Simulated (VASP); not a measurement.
An input for Ansatz (written as the equivalent of a VASP run, and not itself run):

Ansatz 0.2 input:
```yaml
crystal:
  lattice:
    - [-1.5257630, 1.5257630, 2.3416254]
    - [1.5257630, -1.5257630, 2.3416254]
    - [1.5257630, 1.5257630, -2.3416254]
  atoms:
    - { symbol: In, position: [0.0000000, 0.0000000, 0.0000000] }
kpoints:
  mp_grid: { grid: [14, 14, 14] }
hamiltonian:
  xc: pbe
  pseudopotentials: { kind: paw }
scf:
  occupations: { method: methfessel_paxton, width: 0.1 }
  max_iter: 100
relax:
  max_steps: 40
  f_tol: 0.01
  cell: { p_target: 15 }
output: { forces: true, stress: true, eigenvalues: true }
```

Question: Translate this input to VASP (INCAR, KPOINTS, POSCAR, choice of POTCAR).

Answer: One answer among several that fit: 
File KPOINTS:
```
Automatic mesh
0
Gamma
14 14 14
0 0 0
```

**POSCAR**
```
In
1
   -1.5257630187     1.5257630187     2.3416254413
    1.5257630187    -1.5257630187     2.3416254413
    1.5257630187     1.5257630187    -2.3416254413
In
1
Direct
  0.0000000000   0.0000000000   0.0000000000
```

### INCAR
```
! general
SYSTEM  = In
PREC    = Accurate
ENCUT   = 480
LREAL   = F
LASPH   = T

! electronic loop
EDIFF   = 1E-7
NELM    = 100
ALGO    = Normal
LMAXMIX = 4

! smearing
ISMEAR  = 1
SIGMA   = 0.1

! functional
GGA     = PE

! ions
IBRION  = 2
NSW     = 40
ISIF    = 3
EDIFFG  = -0.01
PSTRESS = 150

! output
LWAVE   = F
LCHARG  = F
```

POTCAR, in this order: In_d (PBE.64 set). Program: vasp_std.

What does not carry over: each code has its own PAW files, so the cut-off isn't converted (ENCUT is set for VASP's; basis.ecutwfc is left out, and Ansatz then takes the one that its files recommend); Ansatz stops its SCF on the density residual and VASP on the energy change (EDIFF).

The compound is In in the bct structure. It was relaxed first under an external pressure of 15 GPa.
